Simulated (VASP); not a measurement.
# Vacuum and the quasiparticle gap of a sheet of PtS2, part 4 of 5

How does the G0W0 gap of a single sheet of PtS2 depend on the vacuum between its repeats?

VASP 6.6.1, plane waves and PAW; the level of theory is named at each step.

So far, quasiparticle gap on the mesh (eV): step 5 (G0W0, box 11 Å, bands in the sums 248) 2.58. Also gap on the k-mesh (eV): step 4 (empty bands, box 11 Å) 1.76.

**8. G0W0, box 12.5 Å, bands in the sums 280, height 12.5**

This step: G0W0 on PBE; plane waves and PAW (Pt_GW, S_GW) (VASP 6.6.1).

G0W0 in the taller cell, at the same response cutoff, frequencies and mesh.

INCAR reads:

```
SYSTEM = PtS2
PREC = Accurate
ENCUT = 300
ISMEAR = 0
SIGMA = 0.01
LREAL = .FALSE.
GGA = PE
NBANDS = 280
LASPH = .TRUE.
ALGO = EVGW0
NELMGW = 1
ENCUTGW = 90
NOMEGA = 48
PRECFOCK = Fast
NBANDSGW = 24
LWAVE = .FALSE.
LCHARG = .FALSE.
```

POSCAR reads:

```
PtS2
1.0
    3.6207302000      0.0000000000      0.0000000000
   -1.8103651000      3.1356443334      0.0000000000
    0.0000000000      0.0000000000     12.5000000000
Pt S
1 2
Direct
    0.0000000000      0.0000000000      0.5000000000
    0.3333333333      0.6666666667      0.5960399180
    0.6666666667      0.3333333333      0.4039600820
```

KPOINTS reads:

```
Automatic mesh
0
Gamma
9 9 1
0 0 0
```

PAW data sets: Pt_GW and S_GW (PBE family, release 64).

On the command line:

```sh
mpirun -np 8 vasp_std
```

What it wrote:

```text
[banner, memory and clock lines left out]
running    8 mpi-ranks, on    1 nodes
[...]
[... a notice as in an earlier step ...]

 [... a notice as in an earlier step ...]

 LDA part: xc-table for (Slater+PW92), standard interpolation
 found WAVECAR, reading the header
 POSCAR, INCAR and KPOINTS ok, starting setup
[...]
reading WAVECAR
 the WAVECAR file was read successfully
 initial charge from wavefunction
 available memory per node:     46.50 GB, setting MAXMEM to     47618

 The Fermi energy was updated, please check that it is located mid-gap
 values below the HOMO (VB) or above the LUMO (CB) will cause erroneous energies
 E-fermi :  -0.8064

 calculate exact exchange contribution
 the WAVEDER file was read successfully
energies w=
    0.000    0.000    0.572    0.000    1.143    0.000    1.708    0.000
    2.267    0.000    2.818    0.000    3.360    0.000    3.893    0.000
    4.415    0.000    4.928    0.000    5.432    0.000    5.927    0.000
[...]
total number of BLAS operations       5300.31 Gflops
NQ=   8    0.3333    0.1111    0.0000,
|.........|.........|.........|.........|.........|.........|.........|.........
 performed      10404000 updates of chi_q(r,r)
 total number of BLAS operations       6269.76 Gflops
NQ=   9    0.4444    0.1111    0.0000,
|.........|.........|.........|.........|.........|.........|.........|.........
 performed      11730000 updates of chi_q(r,r)
 total number of BLAS operations       7077.89 Gflops
NQ=  10    0.2222    0.2222    0.0000,
|.........|.........|.........|.........|.........|.........|.........|.........
 performed      13056000 updates of chi_q(r,r)
 total number of BLAS operations       7915.55 Gflops
NQ=  11    0.3333    0.2222    0.0000,
|.........|.........|.........|.........|.........|.........|.........|.........
 performed      14623000 updates of chi_q(r,r)
 total number of BLAS operations       8871.10 Gflops
NQ=  12    0.3333    0.3333    0.0000,
|.........|.........|.........|.........|.........|.........|.........|.........
 performed      15411000 updates of chi_q(r,r)
 total number of BLAS operations       9320.78 Gflops
 resolving degeneracies of screened two electron integrals

 calculate QP shifts <psi_nk| G(iteration)W_0 |psi_nk>: iteration 1
 entering main loop
```

It took 2.5 min on 8 MPI ranks of Intel Xeon 6975P-C (Granite Rapids), shared host; peak memory 2.7 GiB; 18 min of CPU time.

Parts of OUTCAR (step 8):

```text
 QP shifts <psi_nk| G(iteration)W_0 |psi_nk>: iteration 1
 for sc-GW calculations column KS-energies equals QP-energies in previous step
 and V_xc(KS)=  KS-energies - (<T + V_ion + V_H > + <T+V_H+V_ion>^1  + <V_x>^1)
 k-point   1 :       0.0000    0.0000    0.0000
  band No.  KS-energies  QP-energies   sigma(KS)   V_xc(KS)     V^pw_x(r,r')   Z            occupation Imag(sigma)
    ...
      8      -2.3497      -2.8315     -13.5148     -12.8219     -16.7864       0.6952       2.0000       0.1344
      9      -2.2385      -2.6413     -12.7922     -12.2134     -14.5499       0.6959       2.0000       0.1132
     10      -1.9987      -2.3156     -14.1011     -13.6612     -15.5850       0.7203       2.0000       0.0819
     11      -1.9987      -2.3156     -14.1011     -13.6612     -15.5850       0.7203       2.0000       0.0819
     12       1.4957       2.0602     -12.7548     -13.5598      -9.6540       0.7012       0.0000      -0.1144
     13       1.4957       2.0602     -12.7548     -13.5598      -9.6540       0.7012       0.0000      -0.1144
     14       3.6096       3.6858      -4.7640      -4.8565      -2.1643       0.8230       0.0000      -0.0945
     15       4.2612       4.5588      -8.4056      -8.7874      -4.6502       0.7795       0.0000      -0.1262
    ...

[... 1 part as in an earlier step ...]

[... 2 further parts left out ...]
[key lines of the parts left out:]
E-fermi :  -0.8064
```

The gap is now 2.612 eV, +31 meV against the lowest cell. Of the change against the lowest cell, +0 meV is already in the starting gap. The sheet keeps a typed, unrelaxed lattice constant, and the Coulomb interaction between its repeats isn't cut. Spin-orbit coupling is left out.

**9. Ground state with more vacuum, box 14 Å, height 14**

This step: PBE; plane waves and PAW (Pt_GW, S_GW) (VASP 6.6.1).

The cell is made 14 Å high around the same sheet, and the chain is run again; the band count grows with the volume, so that the sums reach the same energy.

INCAR reads:

```
SYSTEM = PtS2
PREC = Accurate
ENCUT = 300
EDIFF = 1E-08
NELM = 100
ISMEAR = 0
SIGMA = 0.01
LREAL = .FALSE.
ALGO = Normal
GGA = PE
NBANDS = 17
LASPH = .TRUE.
LORBIT = 11
LWAVE = .TRUE.
LCHARG = .FALSE.
KPAR = 8
```

POSCAR reads:

```
PtS2
1.0
    3.6207302000      0.0000000000      0.0000000000
   -1.8103651000      3.1356443334      0.0000000000
    0.0000000000      0.0000000000     14.0000000000
Pt S
1 2
Direct
    0.0000000000      0.0000000000      0.5000000000
    0.3333333333      0.6666666667      0.5857499267
    0.6666666667      0.3333333333      0.4142500733
```

KPOINTS is that of step 8.

On the command line:

```sh
mpirun -np 8 vasp_std
```

What it wrote:

```text
[... set-up lines as in an earlier step ...]
 entering main loop
       N       E                     dE             d eps       ncg     rms          rms(c)
DAV:   1     0.113158798339E+03    0.11316E+03   -0.68696E+03   617   0.739E+02
DAV:   2    -0.522545622423E+01   -0.11838E+03   -0.11485E+03   648   0.206E+02
DAV:   3    -0.162656913973E+02   -0.11040E+02   -0.10922E+02   608   0.623E+01
DAV:   4    -0.168230880701E+02   -0.55740E+00   -0.55596E+00   672   0.147E+01
[...]
DAV:  20    -0.154284291790E+02   -0.75212E-07   -0.45679E-09   428   0.693E-04    0.310E-05
DAV:  21    -0.154284291896E+02   -0.10614E-07   -0.15742E-09   456   0.422E-04    0.258E-05
DAV:  22    -0.154284291919E+02   -0.22346E-08   -0.94191E-10   430   0.393E-04
   1 F= -.15428429E+02 E0= -.15428429E+02  d E =-.730105E-13
 writing wavefunctions
```

Run time: 8.4 s. Hardware: 8 MPI ranks; peak memory 1.5 GiB; 57 s of CPU time.

From OUTCAR (step 9):

```text
  Total       -1.0877083     -1.0877083     -0.0892307     -0.0000000      0.0000000      0.0000000
  in kB      -10.9640754    -10.9640754     -0.8994431     -0.0000000      0.0000000      0.0000000
  external PRESSURE =      -7.6091980 kB  Pullay stress =       0.0000000 kB

 POSITION                                       TOTAL-FORCE (eV/Angst)
 -----------------------------------------------------------------------------------
      0.00000      0.00000      7.00000         0.000000      0.000000      0.000000
     -0.00000      2.09043      8.20050         0.000000      0.000000      0.031909
      1.81037      1.04521      5.79950        -0.000000     -0.000000     -0.031909
 -----------------------------------------------------------------------------------
    total drift:                               -0.000000      0.000000      0.000000

  FREE ENERGIE OF THE ION-ELECTRON SYSTEM (eV)
  ---------------------------------------------------
  free  energy   TOTEN  =       -15.4284291919 eV

  energy  without entropy=      -15.4284291919  energy(sigma->0) =      -15.42842919

[... 1 part as in an earlier step ...]

[... 2 further parts left out ...]
[key lines of the parts left out:]
E-fermi :  -2.1452
```

**10. Empty bands, box 14 Å, height 14**

The empty bands are made again, for the run that follows.

INCAR reads:

```
SYSTEM = PtS2
PREC = Accurate
ENCUT = 300
ISMEAR = 0
SIGMA = 0.01
LREAL = .FALSE.
GGA = PE
NBANDS = 312
LASPH = .TRUE.
ALGO = Exact
NELM = 1
LWAVE = .TRUE.
LCHARG = .FALSE.
LOPTICS = .TRUE.
NEDOS = 1000
CSHIFT = 0.1
```

POSCAR is that of step 9.

KPOINTS is that of step 9.

On the command line:

```sh
mpirun -np 8 vasp_std
```

What it wrote:

```text
[banner, memory and clock lines left out]
running    8 mpi-ranks, on    1 nodes
[...]
[... a notice as in an earlier step ...]

 LDA part: xc-table for (Slater+PW92), standard interpolation
 found WAVECAR, reading the header
  number of bands has changed, file:    17 present:   312
  trying to continue reading WAVECAR, but it might fail
 POSCAR, INCAR and KPOINTS ok, starting setup
[...]
reading WAVECAR
 random initialization beyond band           17
 the WAVECAR file was read successfully
 initial charge from wavefunction
 entering main loop
       N       E                     dE             d eps       ncg     rms          rms(c)
DIA:   1    -0.154284291947E+02   -0.15428E+02    0.00000E+00     0   0.000E+00
   1 F= -.15428429E+02 E0= -.15428429E+02  d E =-.422336E-11
 writing wavefunctions
 optical routines
 imaginary and real dielectric function
 recalculating local potential from charge density
 direction            1
 direction            2
 direction            3
```

The job ended after 24 s (8 MPI ranks; peak memory 2.5 GiB; 2.8 min of CPU time).

From OUTCAR (step 10):

```text
  Total       -1.0876946     -1.0876946     -0.0891999     -0.0000000      0.0000000     -0.0000000
  in kB      -10.9639375    -10.9639375     -0.8991334     -0.0000000      0.0000000     -0.0000000
  external PRESSURE =      -7.6090028 kB  Pullay stress =       0.0000000 kB

 POSITION                                       TOTAL-FORCE (eV/Angst)
 -----------------------------------------------------------------------------------
      0.00000      0.00000      7.00000        -0.000000      0.000000      0.000000
     -0.00000      2.09043      8.20050         0.000000      0.000000      0.031912
      1.81037      1.04521      5.79950         0.000000     -0.000000     -0.031912
 -----------------------------------------------------------------------------------
    total drift:                               -0.000000      0.000000      0.000000

  FREE ENERGIE OF THE ION-ELECTRON SYSTEM (eV)
  ---------------------------------------------------
  free  energy   TOTEN  =       -15.4284291947 eV

  energy  without entropy=      -15.4284291947  energy(sigma->0) =      -15.42842919

[... 1 part as in an earlier step ...]

[... 2 further parts left out ...]
[key lines of the parts left out:]
E-fermi :  -2.1496
```

WAVECAR now holds 312 bands for 22 electrons.

**11. G0W0, box 14 Å, bands in the sums 312, height 14**

This step: G0W0 on PBE; plane waves and PAW (Pt_GW, S_GW) (VASP 6.6.1).

INCAR reads:

```
SYSTEM = PtS2
PREC = Accurate
ENCUT = 300
ISMEAR = 0
SIGMA = 0.01
LREAL = .FALSE.
GGA = PE
NBANDS = 312
LASPH = .TRUE.
ALGO = EVGW0
NELMGW = 1
ENCUTGW = 90
NOMEGA = 48
PRECFOCK = Fast
NBANDSGW = 24
LWAVE = .FALSE.
LCHARG = .FALSE.
```

POSCAR is that of step 10.

KPOINTS is that of step 10.

On the command line:

```sh
mpirun -np 8 vasp_std
```

What it wrote:

```text
[banner, memory and clock lines left out]
running    8 mpi-ranks, on    1 nodes
[...]
[... a notice as in an earlier step ...]

 [... a notice as in an earlier step ...]

 LDA part: xc-table for (Slater+PW92), standard interpolation
 found WAVECAR, reading the header
 POSCAR, INCAR and KPOINTS ok, starting setup
[...]
reading WAVECAR
 the WAVECAR file was read successfully
 initial charge from wavefunction
 available memory per node:     48.09 GB, setting MAXMEM to     49243

 The Fermi energy was updated, please check that it is located mid-gap
 values below the HOMO (VB) or above the LUMO (CB) will cause erroneous energies
 E-fermi :  -1.3128

 calculate exact exchange contribution
 the WAVEDER file was read successfully
energies w=
    0.000    0.000    0.554    0.000    1.106    0.000    1.653    0.000
    2.195    0.000    2.728    0.000    3.253    0.000    3.768    0.000
    4.274    0.000    4.770    0.000    5.258    0.000    5.738    0.000
[...]
total number of BLAS operations       7398.89 Gflops
NQ=   8    0.3333    0.1111    0.0000,
|.........|.........|.........|.........|.........|.........|.........|.........
 performed      11609000 updates of chi_q(r,r)
 total number of BLAS operations       8743.86 Gflops
NQ=   9    0.4444    0.1111    0.0000,
|.........|.........|.........|.........|.........|.........|.........|.........
 performed      13088000 updates of chi_q(r,r)
 total number of BLAS operations       9896.31 Gflops
NQ=  10    0.2222    0.2222    0.0000,
|.........|.........|.........|.........|.........|.........|.........|.........
 performed      14567000 updates of chi_q(r,r)
 total number of BLAS operations      11041.39 Gflops
NQ=  11    0.3333    0.2222    0.0000,
|.........|.........|.........|.........|.........|.........|.........|.........
 performed      16316000 updates of chi_q(r,r)
 total number of BLAS operations      12369.06 Gflops
NQ=  12    0.3333    0.3333    0.0000,
|.........|.........|.........|.........|.........|.........|.........|.........
 performed      17196000 updates of chi_q(r,r)
 total number of BLAS operations      13041.88 Gflops
 resolving degeneracies of screened two electron integrals

 calculate QP shifts <psi_nk| G(iteration)W_0 |psi_nk>: iteration 1
 entering main loop
```

Wall time 2.1 min (8 MPI ranks); peak memory 3.1 GiB.

From OUTCAR (step 11):

```text
 QP shifts <psi_nk| G(iteration)W_0 |psi_nk>: iteration 1
 for sc-GW calculations column KS-energies equals QP-energies in previous step
 and V_xc(KS)=  KS-energies - (<T + V_ion + V_H > + <T+V_H+V_ion>^1  + <V_x>^1)
 k-point   1 :       0.0000    0.0000    0.0000
  band No.  KS-energies  QP-energies   sigma(KS)   V_xc(KS)     V^pw_x(r,r')   Z            occupation Imag(sigma)
    ...
      8      -2.8558      -3.3537     -13.5391     -12.8224     -16.7821       0.6946       2.0000       0.1349
      9      -2.7448      -3.1635     -12.8142     -12.2120     -14.5455       0.6952       2.0000       0.1111
     10      -2.5049      -2.8395     -14.1261     -13.6611     -15.5907       0.7195       2.0000       0.0821
     11      -2.5049      -2.8395     -14.1261     -13.6611     -15.5907       0.7195       2.0000       0.0821
     12       0.9895       1.5624     -12.7400     -13.5598      -9.6519       0.6988       0.0000      -0.1075
     13       0.9895       1.5624     -12.7400     -13.5598      -9.6519       0.6988       0.0000      -0.1075
     14       3.1573       3.2681      -4.9235      -5.0582      -2.2891       0.8227       0.0000      -0.0947
     15       3.7154       3.9710      -7.5344      -7.8594      -4.0392       0.7866       0.0000      -0.1137
    ...

[... 1 part as in an earlier step ...]

[... 2 further parts left out ...]
[key lines of the parts left out:]
E-fermi :  -1.3128
```

The gap is now 2.639 eV, +58 meV against the lowest cell. Of the change against the lowest cell, +0 meV is already in the starting gap. The sheet keeps a typed, unrelaxed lattice constant, and the Coulomb interaction between its repeats isn't cut. Spin-orbit coupling is left out.

**12. Ground state with more vacuum, box 18 Å, height 18**

This step: PBE; plane waves and PAW (Pt_GW, S_GW) (VASP 6.6.1).

The cell is made 18 Å high around the same sheet, and the chain is run again; the band count grows with the volume, so that the sums reach the same energy.

INCAR reads:

```
SYSTEM = PtS2
PREC = Accurate
ENCUT = 300
EDIFF = 1E-08
NELM = 100
ISMEAR = 0
SIGMA = 0.01
LREAL = .FALSE.
ALGO = Normal
GGA = PE
NBANDS = 17
LASPH = .TRUE.
LORBIT = 11
LWAVE = .TRUE.
LCHARG = .FALSE.
KPAR = 8
```

POSCAR reads:

```
PtS2
1.0
    3.6207302000      0.0000000000      0.0000000000
   -1.8103651000      3.1356443334      0.0000000000
    0.0000000000      0.0000000000     18.0000000000
Pt S
1 2
Direct
    0.0000000000      0.0000000000      0.5000000000
    0.3333333333      0.6666666667      0.5666943875
    0.6666666667      0.3333333333      0.4333056125
```

KPOINTS is that of step 11.

On the command line:

```sh
mpirun -np 8 vasp_std
```

What it wrote:

```text
[... set-up lines as in an earlier step ...]
 entering main loop
       N       E                     dE             d eps       ncg     rms          rms(c)
DAV:   1     0.113277154650E+03    0.11328E+03   -0.62895E+03   631   0.681E+02
DAV:   2    -0.350596168913E+01   -0.11678E+03   -0.11164E+03   612   0.192E+02
DAV:   3    -0.161696215082E+02   -0.12664E+02   -0.12532E+02   624   0.629E+01
DAV:   4    -0.168342035884E+02   -0.66458E+00   -0.66218E+00   688   0.158E+01
[...]
DAV:  22    -0.154290912707E+02   -0.32850E-07   -0.64295E-10   440   0.322E-04    0.205E-05
DAV:  23    -0.154290912871E+02   -0.16417E-07   -0.30761E-10   448   0.214E-04    0.147E-05
DAV:  24    -0.154290912857E+02    0.14231E-08   -0.15959E-10   448   0.216E-04
   1 F= -.15429091E+02 E0= -.15429091E+02  d E =-.130156E-56
 writing wavefunctions
```

The job ended after 8.6 s (8 MPI ranks; peak memory 1.8 GiB; 58 s of CPU time).

OUTCAR, selected parts (step 12):

```text
  Total       -1.0874084     -1.0874084     -0.0871958      0.0000000      0.0000000      0.0000000
  in kB       -8.5252633     -8.5252633     -0.6836139      0.0000000      0.0000000      0.0000000
  external PRESSURE =      -5.9113802 kB  Pullay stress =       0.0000000 kB

 POSITION                                       TOTAL-FORCE (eV/Angst)
 -----------------------------------------------------------------------------------
      0.00000      0.00000      9.00000        -0.000000      0.000000      0.000000
     -0.00000      2.09043     10.20050         0.000000     -0.000000      0.031834
      1.81037      1.04521      7.79950        -0.000000      0.000000     -0.031834
 -----------------------------------------------------------------------------------
    total drift:                                0.000000      0.000000      0.000000

  FREE ENERGIE OF THE ION-ELECTRON SYSTEM (eV)
  ---------------------------------------------------
  free  energy   TOTEN  =       -15.4290912857 eV

  energy  without entropy=      -15.4290912857  energy(sigma->0) =      -15.42909129

[... 1 part as in an earlier step ...]

[... 2 further parts left out ...]
[key lines of the parts left out:]
E-fermi :  -3.0193
```

**13. Empty bands, box 18 Å, height 18**

The empty bands are made again, for the run that follows.

INCAR reads:

```
SYSTEM = PtS2
PREC = Accurate
ENCUT = 300
ISMEAR = 0
SIGMA = 0.01
LREAL = .FALSE.
GGA = PE
NBANDS = 400
LASPH = .TRUE.
ALGO = Exact
NELM = 1
LWAVE = .TRUE.
LCHARG = .FALSE.
LOPTICS = .TRUE.
NEDOS = 1000
CSHIFT = 0.1
```

POSCAR is that of step 12.

KPOINTS is that of step 12.

On the command line:

```sh
mpirun -np 8 vasp_std
```

What it wrote:

```text
[banner, memory and clock lines left out]
running    8 mpi-ranks, on    1 nodes
[...]
[... a notice as in an earlier step ...]

 LDA part: xc-table for (Slater+PW92), standard interpolation
 found WAVECAR, reading the header
  number of bands has changed, file:    17 present:   400
  trying to continue reading WAVECAR, but it might fail
 POSCAR, INCAR and KPOINTS ok, starting setup
[...]
reading WAVECAR
 random initialization beyond band           17
 the WAVECAR file was read successfully
 initial charge from wavefunction
 entering main loop
       N       E                     dE             d eps       ncg     rms          rms(c)
DIA:   1    -0.154290912854E+02   -0.15429E+02    0.00000E+00     0   0.000E+00
   1 F= -.15429091E+02 E0= -.15429091E+02  d E =-.378642E-50
 writing wavefunctions
 optical routines
 imaginary and real dielectric function
 recalculating local potential from charge density
 direction            1
 direction            2
 direction            3
```

Run time: 33 s. Hardware: 8 MPI ranks; peak memory 3 GiB.

OUTCAR, selected parts (step 13):

```text
  Total       -1.0874360     -1.0874360     -0.0871724     -0.0000000     -0.0000000     -0.0000000
  in kB       -8.5254797     -8.5254797     -0.6834298     -0.0000000     -0.0000000     -0.0000000
  external PRESSURE =      -5.9114631 kB  Pullay stress =       0.0000000 kB

 POSITION                                       TOTAL-FORCE (eV/Angst)
 -----------------------------------------------------------------------------------
      0.00000      0.00000      9.00000        -0.000000      0.000000      0.000000
     -0.00000      2.09043     10.20050        -0.000000      0.000000      0.031827
      1.81037      1.04521      7.79950         0.000000      0.000000     -0.031827
 -----------------------------------------------------------------------------------
    total drift:                                0.000000      0.000000      0.000000

  FREE ENERGIE OF THE ION-ELECTRON SYSTEM (eV)
  ---------------------------------------------------
  free  energy   TOTEN  =       -15.4290912854 eV

  energy  without entropy=      -15.4290912854  energy(sigma->0) =      -15.42909129

[... 1 part as in an earlier step ...]

[... 2 further parts left out ...]
[key lines of the parts left out:]
E-fermi :  -3.0262
```

WAVECAR now holds 400 bands for 22 electrons.

(Part 4 of 5 ends here.)

[Lines on the potential files, build, host, timing and source positions are cut from VASP's logs without a mark.]

[Logs are printed without paths, hosts, clocks, repeated set-up lines and the standing remarks that a program may print on its own settings, such as how far it seeks lower states.]

[Hosts, paths, dates, database ids (printed as entryN), source tags and the programs' standing remarks are cut or masked in the printed files.]

[Pressures printed for these runs are not shown converged in the cutoff: they can be off by several GPa and have the wrong sign.]
